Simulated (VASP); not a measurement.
Input:

```
Ga4As3P
1.0
    5.68176     0.00000     0.00000
    0.00000     5.68176     0.00000
    0.00000     0.00000     5.68176
Ga P As
4 1 3
Direct
  0.00477   0.00477   0.00477
  0.49523   0.49523   0.00477
  0.49523   0.00477   0.49523
  0.00477   0.49523   0.49523
  0.25000   0.25000   0.25000
  0.75000   0.75000   0.25000
  0.75000   0.25000   0.75000
  0.25000   0.75000   0.75000
```

Calculation: PBE GGA, VASP's PBE PAW potentials (set 64) (plane waves; VASP 6.6.1). Settings: 400 eV cut-off, Gaussian smearing of 0.050 eV, potentials Ga_d P As.

**Question.** Give the energies of bands 29 to 42 at the high-symmetry points, in eV from the valence-band maximum.

**Answer.** 
```tsv
band	Γ	X	M	R
29	-2.63	-3.38	-3.30	-1.33
30	-2.63	-3.38	-3.22	-1.33
31	-2.49	-3.17	-3.22	-1.33
32	-2.49	-3.16	-3.08	-0.99
33	-2.49	-1.73	-1.30	-0.99
34	0.00	-1.73	-1.30	-0.99
35	0.00	-1.47	-1.09	-0.88
36	0.00	-1.47	-0.94	-0.88
37	0.49	1.93	2.52	1.01
38	1.44	2.14	2.69	1.01
39	1.44	3.21	2.85	1.01
40	1.69	3.24	2.85	1.05
41	1.69	4.45	5.28	4.41
42	1.69	4.51	5.38	4.44
```

The gap is direct, 0.49 eV, from the valence maximum at Γ to the conduction minimum at Γ.

The structure was generated: Ga4As3P was put into an ordered model structure (P-43m), which need not be its known phase. It was relaxed first.
